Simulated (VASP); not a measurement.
```xyz
2
Lattice="2.8300 0.0000 0.0000 0.0000 2.8300 0.0000 0.0000 0.0000 4.0700" Properties=species:S:1:pos:R:3 pbc="T T T"
Ti     0.0000     0.0000     0.0000
Al     1.4150     1.4150     2.0350
```

Method: vdW-DF-cx, VASP's PBE PAW potentials (set 64) (plane waves; VASP 6.6.1). Numerical set-up: 520 eV cut-off, 12×12×8 Γ-centred mesh, first-order Methfessel-Paxton smearing of 0.10 eV, potentials Ti_sv Al.

Energy and stress use the plane-wave basis of the starting cell.

### Question
The ions, cell shape and volume are relaxed. Give the cell that the relaxation ends in.

### Answer

```xyz
2
Lattice="2.8072 0.0000 0.0000 0.0000 2.8072 0.0000 0.0000 0.0000 4.0395" Properties=species:S:1:pos:R:3 pbc="T T T"
Ti     0.0000     0.0000     0.0000
Al     1.4036     1.4036     2.0198
```
Space group P4/mmm (123), at a tolerance of 0.03 Å.

### Question
How do energy and volume change from the first to the last step?

### Answer
The energy (σ→0) changes by -3.4 meV/atom and the volume by -2.3 %, in 4 ionic steps.

The compound is TiAl in the L1_0 structure. This run relaxes it. Symmetry was kept, so distortions that lower it aren't found. The electron count is odd and the run is not spin-polarised, which forces a metal.
